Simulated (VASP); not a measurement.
Crystal: Li3HSe.

```
Li H Se
1.0
     3.97440    0.00000    0.00000
     0.00000    3.97440    0.00000
     0.00000    0.00000    3.97440
Li H Se
3 1 1
Direct
  0.00000 0.50000 0.50000
  0.50000 0.00000 0.50000
  0.50000 0.50000 0.00000
  0.50000 0.50000 0.50000
  0.00000 0.00000 0.00000
```

The cell was built by a generator and needn't be a form met in nature.

| Property | Result |
| --- | --- |
| Program | VASP 6.6.1 |
| Task | relaxation of cell and atoms |
| Functional | LDA |
| Potentials or basis | VASP PAW LDA potentials, release 64 (Li_sv, H, Se) |
| Cutoff | 600 eV |
| k mesh | 8 × 8 × 8 |
| Occupations | gaussian, width 0.03 eV |
| Spin | no spin polarisation |

At the start: pressure -4.0 GPa; volume 12.56 Å³/atom.

Task: How do energy, volume and symmetry change on relaxing?

Result: Over 4 steps the energy falls by 17.0 meV/atom and the volume is 11.29 Å³/atom (-10.1 %); space group Pm-3m (No. 221, to 0.05 Å).

Step by step:
```
step  energy change (eV)  largest force (eV/Å)  pressure (GPa)  volume (Å³)
   1              0.0000                0.0000           -3.96        62.78
   2             -0.0563                0.0000           -2.48        60.00
   3             -0.0845                0.0000           -0.36        56.92
   4             -0.0850                0.0000            0.04        56.44
```

Final structure:
```yaml
crystal:
  lattice:
    - [3.83583, 0.00000, 0.00000]
    - [0.00000, 3.83583, 0.00000]
    - [0.00000, 0.00000, 3.83583]
  atoms:
    - { symbol: Li, position: [0.00000, 0.50000, 0.50000] }
    - { symbol: Li, position: [0.50000, 0.00000, 0.50000] }
    - { symbol: Li, position: [0.50000, 0.50000, 0.00000] }
    - { symbol: H, position: [0.50000, 0.50000, 0.50000] }
    - { symbol: Se, position: [0.00000, 0.00000, 0.00000] }
```

Caveat: the cutoff is under 1.25 times the usual one of these potentials, so pressure, stress and relaxed cells hold a basis-set (Pulay) error.
